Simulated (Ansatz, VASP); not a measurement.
# NaP3 in two plane-wave programs

Aim: how closely do two programs agree when they are given the same cell, functional and k mesh? The cell is generated by rule, not measured, and may not be a known phase. The cell is taken from a series of runs on this material, whose earlier steps may have relaxed, scaled, displaced or heated it; both programs get it as it stands.

Main program and level: Ansatz 0.2.0; plane waves, with VASP 6.6.1 beside it; zone-centre phonons at PBEsol.

The structure was built from a prototype and need not be the compound's stable phase.

## (1) Starting point

The structure is cubic, space group Pm-3m (No. 221). Conventional cell: a = 3.958 Å, b = 3.958 Å, c = 3.958 Å, α = 90.00°, β = 90.00°, γ = 90.00°. Nearest to Na lie 12 P at 2.80 Å. Nearest to P lie 4 Na at 2.80 Å and 8 P at 2.80 Å. Farther neighbours are not listed.

Structure file:

```cif
data_structure
_symmetry_space_group_name_H-M 'Pm-3m'
_symmetry_Int_Tables_number 221
_cell_length_a 3.9575
_cell_length_b 3.9575
_cell_length_c 3.9575
_cell_angle_alpha 90.000
_cell_angle_beta 90.000
_cell_angle_gamma 90.000
_cell_volume 61.98
loop_
_atom_site_label
_atom_site_type_symbol
_atom_site_symmetry_multiplicity
_atom_site_Wyckoff_symbol
_atom_site_fract_x
_atom_site_fract_y
_atom_site_fract_z
_atom_site_occupancy
Na1 Na 1 a 0.00000 0.00000 0.00000 1
P1 P 3 c 0.00000 0.50000 0.50000 1
```

## (2) Ansatz: zone-centre phonons, PBEsol

Ansatz runs on its default PAW (the set named soft_2) files.

Second derivatives magnify differences that forces hide, and they need a tight electronic threshold.

Input file input.yaml:

```yaml
crystal:
  lattice:
    - [3.9575023488, 0.0, 0.0]
    - [0.0, 3.9575023488, 0.0]
    - [0.0, 0.0, 3.9575023488]
  atoms:
    - { symbol: Na, position: [0.0, 0.0, 0.0] }
    - { symbol: P, position: [0.0, 0.5, 0.5] }
    - { symbol: P, position: [0.5, 0.5, 0.0] }
    - { symbol: P, position: [0.5, 0.0, 0.5] }
kpoints:
  mp_grid: { grid: [12, 12, 12] }
hamiltonian:
  xc: pbesol
scf:
  occupations: { method: methfessel_paxton, width: 0.2 }
output:
  eigenvalues: true
phonons:
  method: dfpt
```

Launch:

```
$ ansatz run input.yaml --threads 8 --pin off --max-ram 14336MiB --backend cpu --events-out ev --progress --plain --runs-dir out
```

Numbers of over 12 decimals in the logs are rounded to 6 here.

Log:

```text
zone centre: on kpoints.mp_grid the ground state, and the responses unless they are solved on pairs of k-points, stand on 343 of the mesh's 1728 k-points, reduced under 8 symmetry operations, with k and −k counted as one. Each operation leaves every solved displacement unchanged or reverses it
Engine: ansatz 0.2.0, aarch64-unknown-linux-gnu
Pseudopotentials: kind: paw
Pseudopotential: Na, paw, valence charge 9, recommended cutoff 420 eV (normal), Na.paw.azcp
Pseudopotential: P, paw, valence charge 5, recommended cutoff 420 eV (normal), P.paw.azcp
Functional definition: PBEsol
  exchange = pbesol_x
  correlation = pbesol_c
Crystal: 4 atoms, lattice volume = 61.982 Å³
Basis set: ecut = 420 eV, 1213 PW (Γ), exchange–correlation on 54×54×54 points (8 copies of the dense FFT grid, shifted against one another)
Bands: 16, of which v1, the nominal top of the filled ones, is band 12 counted from 1 (11 counted from 0)
Symmetry: 48 space group operations
k-points: 343 of 1728 (irreducible under 8 space group operations)
Non-local potential: Na, projectors of the file, l = 0: 3, l = 1: 2, l = 2: 1
Non-local potential: P, projectors of the file, l = 0: 2, l = 1: 2, l = 2: 2
PAW form: soft (Blöchl's): semilocal exchange-correlation on the pseudo side does not see the compensation charge
PAW frozen core: Na, regenerated for the run's functional, and the local potential with it (the file was generated under x = pbe(κ = 0.804, μ = 0.219515), c = pbe(β = 0.066725))
PAW frozen core: P, regenerated for the run's functional, and the local potential with it (the file was generated under x = pbe(κ = 0.804, μ = 0.219515), c = pbe(β = 0.066725))
PAW one-centre angular grid: Na, 110 points (default); XC on 64 Gauss nodes
PAW one-centre angular grid: P, 110 points (default); XC on 64 Gauss nodes
Initial density: superposition of atomic densities (neutral atoms: chi_scale 0, normalization atom), corrected by the library's trained network
Initial wavefunctions: pseudopotential atomic-orbital guess
Functional: x = pbesol(κ = 0.804, μ = 0.123457), c = pbesol(β = 0.046)
SCF iter   1: F=—  HF=-3694.673534 eV  |F-HF|=—  |Δ(HF+E_count)|=         —  Δρ=2.66e-3  dr2=2.81e-3  ethr=1.77e-3  ⟨swp⟩=6.2  Hψ=32071  notcnv=0
preconditioner: auto → Kerker (q_TF=auto, 2.329 Å⁻¹)  [metal: Δε(μ)=0.016 eV  Ē_g=8.048 eV  σ=0.200 eV  W_gap=0.07  n_scr=18 (ndim 8)  ℏωp=18.9 eV  f_vac=0.000  D(μ)=2.23/eV (n_scr^D=18)]
SCF iter   2: F=—  HF=-3694.671963 eV  |F-HF|=—  |Δ(HF+E_count)|=   1.57e-3  S|Δr|=    0.00e0  Δρ=1.36e-3  dr2=9.65e-4  ethr=1.17e-5  ⟨swp⟩=2.0  Hψ=12375  notcnv=0  defer=2
SCF iter   3: F=—  HF=-3694.671898 eV  |F-HF|=—  |Δ(HF+E_count)|=   6.44e-5  S|Δr|=    0.00e0  Δρ=3.50e-4  dr2=1.29e-4  ethr=4.02e-6  ⟨swp⟩=2.0  Hψ=6848  notcnv=0  defer=2
SCF iter   4: F=—  HF=-3694.671877 eV  |F-HF|=—  |Δ(HF+E_count)|=   2.12e-5  S|Δr|=    0.00e0  Δρ=8.75e-5  dr2=4.76e-6  ethr=5.37e-7  ⟨swp⟩=2.4  Hψ=8937  notcnv=0  defer=2
SCF iter   5: F=—  HF=-3694.671875 eV  |F-HF|=—  |Δ(HF+E_count)|=   2.43e-6  S|Δr|=    0.00e0  Δρ=4.32e-5  dr2=1.19e-6  ethr=1.98e-8  ⟨swp⟩=2.0  Hψ=7804  notcnv=0  defer=2
SCF iter   6: F=—  HF=-3694.671874 eV  |F-HF|=—  |Δ(HF+E_count)|=   5.66e-7  S|Δr|=    0.00e0  Δρ=1.00e-5  dr2=3.10e-8  ethr=4.95e-9  ⟨swp⟩=2.0  Hψ=9324  notcnv=0  defer=2
SCF iter   7: F=—  HF=-3694.671874 eV  |F-HF|=—  |Δ(HF+E_count)|=   1.40e-8  S|Δr|=    0.00e0  Δρ=2.22e-6  dr2=1.83e-9  ethr=1.29e-10  ⟨swp⟩=2.0  Hψ=8106  notcnv=0  defer=2
SCF iter   8: F=—  HF=-3694.671874 eV  |F-HF|=—  |Δ(HF+E_count)|=  7.09e-10  S|Δr|=    0.00e0  Δρ=1.74e-7  dr2=1.71e-11  ethr=7.61e-12  ⟨swp⟩=2.3  Hψ=9181  notcnv=0  defer=2
SCF iter   9: F=-3694.671874 eV  HF=-3694.671874 eV  |F-HF|=0.00e0  |Δ(HF+E_count)|=  2.27e-12  S|Δr|=    0.00e0  Δρ=1.92e-8  dr2=2.00e-13  ethr=1.00e-12  ⟨swp⟩=8.0  Hψ=30534  notcnv=0
SCF 1 converged in 9 iterations: F = -3694.671874 eV  dr2 = 2.00e-13
  greatest PAW one-centre occupation: 0.999 electrons in one spin orbital (limit 2), on the Na atom at site 0 (counted from 0), in its partial waves of l = 0
DFPT response loops at Γ: preconditioner auto → Kerker (q_TF=auto, 2.329 Å⁻¹) (partly filled bands, converged f_vac=0.000); β = 1.00, the filter's whole step (`scf.mixing.beta` (0.50) is not read by the response loops under this deck's `scf.mixing.preconditioner`; to damp them name `kerker` or `kerker_dos`, under which they read `scf.mixing.beta`, and type it under 1.00, their step now; both keys bind the ground state too); Broyden in place of MSR1
SCF converged after 9 iterations
Stability not checked: this state was not tested for a lower state beside it, because cold or Methfessel-Paxton smearing, or corrected tetrahedra, fill the levels in a way that the test cannot read (fill_not_monotonic; see scf.lower_state_search)
Free energy (F): -3694.671874 eV
Harris-Foulkes:  -3694.671874 eV  (|F-HF|=0.00e0)
Internal energy: -3694.667891 eV  (E = F + TS)
E sigma→0 (E₀):  -3694.670879 eV
Entropy (-TS):   -0.003983 eV (-0.996 meV/atom)
Fermi energy:    9.048231 eV
--- Per-component energies (eV) ---
  E_band       = -120.923194
  E_kinetic    = 327.656040
  E_local      = -1334.442264  (includes V_loc(G=0)·N_el)
  E_nonlocal   = 218.244894
  E_hartree    = 479.778159
  E_xc         = -220.449291
  E_vxc        = -230.734768  (∫ρ·V_xc dr)
  E_paw        = -1915.295184  (= ΣΔE_a)
  E_vpaw       = -61.203404  (= ΣTr[D̂ρ^β])
  E_aug_tail   = -0.000005  (compensation charges beyond the density's cutoff)
  E_ewald      = -1250.353222
  E_core_change = 0.192982  (= ΣΔE_core)
  E_smearing   = -0.003983  (= −TS)
  E_closure    = 0.000000  (closes the sum)
  Σ components = -3694.671874   (vs F -3694.671874, Δ=0.00e0)
--- Band table (eV; the first three rows and the last of 343) ---
  k-point 0: bands = [... 8 lower, 4.1253, 4.1253, 9.9796, 9.9796, 9.9796, 10.3044, 12.8823, 12.8823]
  k-point 1: bands = [... 8 lower, 4.1732, 4.4728, 9.7351, 9.8163, 9.8163, 10.4868, 12.5830, 12.5830]
  k-point 2: bands = [... 8 lower, 4.3145, 5.1851, 9.1659, 9.3514, 9.3514, 10.9577, 11.9875, 12.2129]
  k-point 342: bands = [... 8 lower, 3.5805, 3.5805, 3.5805, 10.4903, 13.6439, 13.6439, 13.7850, 13.7850]
--- Phonons (Γ-DFPT): 3 representative perturbations + reference, on 343 of 1728 k-points (Σ response iterations 9) ---
  k mesh reduced under 8 symmetry operations, with k and −k counted as one. Each operation leaves every solved displacement unchanged or reverses it
  ASR residual: 9.029e-6 → 0.000e0 eV/Å²; symmetrization residual: 7.293e-6 eV/Å²
  ASR residual per site (eV/Å²): 9.03e-6 4.13e-6 4.13e-6 4.13e-6
  Γ frequencies (cm⁻¹): -146.44 -146.44 -146.44 0.00 0.00 0.00 141.51 141.51 141.51 301.31 301.31 301.31
  non-analytic LO–TO correction: not included (Born effective charges unavailable; polar crystals: no LO–TO splitting at Γ)
```

In the SCF lines HF is the Harris–Foulkes energy and dr2 the Hartree energy of the density residual, in eV; the loop may stop once dr2 is under the threshold and the program's other checks hold. Hψ counts applications of the Hamiltonian.

(Part 1 of 2 ends here.)

[Lines on the potential files, build, host, timing and source positions are cut from VASP's logs without a mark.]

[Logs are printed without paths, hosts, clocks, repeated set-up lines and the standing remarks that a program may print on its own settings, such as how far it seeks lower states.]

[Hosts, paths, dates, database ids (printed as entryN), source tags and the programs' standing remarks are cut or masked in the printed files.]
